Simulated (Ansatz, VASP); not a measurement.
CsB in VASP and in Ansatz

```
Cs B
1.0
     4.00984    0.00000    0.00000
     0.00000    4.00984    0.00000
     0.00000    0.00000    4.00271
Cs B
1 1
Cartesian
  0.0000 0.0000 0.0000
  2.0049 2.0049 2.0014
```

Change from the starting cell: species swapped into the TlSn type (P4/mmm, No. 123).

Alike in both runs: functional PBE; k mesh 16 × 16 × 12; occupations gaussian, width 0.1 eV; no spin polarisation.

Ansatz relaxed the structure, and its values are those at the end. VASP's run is a single point on that final structure, the one shown.

|  | VASP | Ansatz |
| --- | --- | --- |
| version | VASP 6.6.1 | Ansatz 0.2.0 |
| potentials or method | VASP PAW PBE potentials, release 64 (Cs_sv, B) | scalar-relativistic, plane waves, PAW |
| plane-wave cutoff (eV) | 520 | 420 |
| valence electrons in the cell | 12 | 12 |

|  | VASP | Ansatz | Ansatz less VASP |
| --- | --- | --- | --- |
| gap on the k mesh at the Fermi level (eV) | none | none | - |
| pressure (GPa) | 0.1 | 0.0 | -0.06 |

A gap of «none» marks a metal or a gap that the smearing closes.

The runs have no spin-orbit coupling, so splittings on Cs are missing.
